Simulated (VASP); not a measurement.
Runs of VASP 6.6.1 on PmTe. It takes space group Pm-3m (No. 221, cubic). Conventional cell: a = 3.763 Å, b = 3.763 Å, c = 3.763 Å, α = 90.00°, β = 90.00°, γ = 90.00°. Around Pm (site symmetry m-3m) lie 8 Te at 3.26 Å. Te (site symmetry m-3m) is surrounded by 8 Pm at 3.26 Å. The cell comes from a database or a generator and needn't be the stable form of this composition.

```tsv
level	spin	U	gap on the mesh (eV)	pressure (GPa)	moment (μB)
LDA+U	collinear, zero start	Pm f U = 3 eV	none	-0.5	0.00
PBEsol+U	collinear, ferromagnetic start	Pm f U = 5 eV	none	5.0	4.97
LDA+U	collinear, ferromagnetic start	Pm f U = 2 eV	none	3.0	4.87
PBEsol+U	collinear, random start	Pm f U = 5 eV	none	5.0	4.97
PBEsol+U	off	Pm f U = 5 eV	none	2.6	-
LDA+U	collinear, random start	Pm f U = 2 eV	none	(a)	4.87
LDA+U	collinear, random start	Pm f U = 3 eV	-	(b)	4.87
LDA+U	collinear, ferromagnetic start	Pm f U = 3 eV	-	4.0	4.87
```

Alike in all rows: task single point; potentials or basis VASP PAW PBE potentials, release 64 (Pm, Te); cell as given; k mesh 5 × 5 × 5; cutoff (eV) 520; smearing gaussian 0.05 eV.

Fill in the values left out.

(a) 3.3; (b) 3.9.

Caveats: the PAW data sets were made with another functional, which shifts forces and pressure a little; the U is typed as a test and isn't derived for this compound; the magnetic or orbital state may not be the lowest (some runs); spin-orbit coupling is left out, which moves the levels of the heavy elements (some runs); the bands computed are all filled at some k points, so no gap is given (some runs); U without spin polarisation on a metal has little footing (some runs).

A k mesh can miss the band edges, and the runs leave out spin-orbit coupling on Pm, Te.

A gap of «none» marks a metal or a gap under the smearing width.

Not every run made on this cell is shown here.
